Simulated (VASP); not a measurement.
Input:

```
CELL_PARAMETERS angstrom
      0.00000     3.04470     3.04470
      3.04470     0.00000     3.04470
      3.04470     3.04470     0.00000
ATOMIC_POSITIONS crystal
  Eu 0.00000 0.00000 0.00000
  S  0.50000 0.50000 0.50000
```

These are AM05 GGA, VASP's PBE PAW potentials (set 64) (plane waves; VASP) values and carry that method's errors. Numerical set-up: 400 eV cut-off, 7×7×7 Γ-centred mesh, Gaussian smearing of 0.050 eV, potentials Eu_2 S.

The 4f electrons are frozen in the core of the lanthanide potential, so 4f levels, which can set the real gap, and their magnetism are missing.

Predict the energy per atom (σ→0), pressure.

| Property | Result |
|---|---|
| energy per atom (σ→0) | -5.310 eV/atom |
| pressure | -6.57 GPa |

Only differences to runs with the same potentials and settings are physical.

The compound is EuS in the rock salt structure. The cell was not relaxed at this level. The run is one of a series of settings (GGA = AM against the base run), some of them coarse on purpose.
